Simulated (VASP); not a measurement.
Given:

```
Mg3Sb2
1.0
    2.28000    -3.94908     0.00000
    2.28000     3.94908     0.00000
    0.00000     0.00000     7.23000
Mg Sb
3 2
Cartesian
  0.00000   0.00000   0.00000
  2.28000   1.31636   4.58382
  2.28000  -1.31636   2.64618
  2.28000   1.31636   1.64844
  2.28000  -1.31636   5.58156
```

All values below come from PBE GGA, VASP's PBE PAW potentials (set 64) (plane waves; VASP 6.6.1). Settings: 300 eV cut-off, 5×5×3 Γ-centred mesh, Fermi-Dirac smearing of 0.020 eV, potentials Mg Sb.

Unless said otherwise, spin-orbit coupling is left out, though it shifts the bands of the heavy elements here.

Q: Give the energies of bands 3 to 11 at the high-symmetry points, in eV from the valence-band maximum.

A: 
```json
[
 {"band": "3", "Γ": "-4.96", "M": "-4.71", "K": "-4.39", "A": "-3.09", "L": "-4.96", "H": "-4.34"},
 {"band": "4", "Γ": "-1.11", "M": "-3.82", "K": "-3.64", "A": "-3.04", "L": "-4.63", "H": "-4.34"},
 {"band": "5", "Γ": "-1.11", "M": "-3.27", "K": "-3.64", "A": "-0.80", "L": "-1.86", "H": "-4.03"},
 {"band": "6", "Γ": "-0.40", "M": "-2.32", "K": "-2.58", "A": "-0.80", "L": "-1.69", "H": "-3.38"},
 {"band": "7", "Γ": "-0.40", "M": "-2.23", "K": "-2.58", "A": "-0.73", "L": "-1.67", "H": "-1.00"},
 {"band": "8", "Γ": "0.00", "M": "-0.92", "K": "-2.56", "A": "-0.73", "L": "-1.55", "H": "-1.00"},
 {"band": "9", "Γ": "1.13", "M": "0.38", "K": "0.23", "A": "1.78", "L": "0.44", "H": "1.78"},
 {"band": "10", "Γ": "1.24", "M": "1.96", "K": "4.17", "A": "1.89", "L": "1.31", "H": "1.78"},
 {"band": "11", "Γ": "3.03", "M": "2.13", "K": "4.29", "A": "2.71", "L": "1.72", "H": "2.50"}
]
```

The gap is indirect, 0.11 eV, from the valence maximum at Γ to the conduction minimum at (0.00, 0.40, 0.33).

The structure is a typed Mg3Sb2 crystal (P-3m1). The cell was not relaxed at this level.
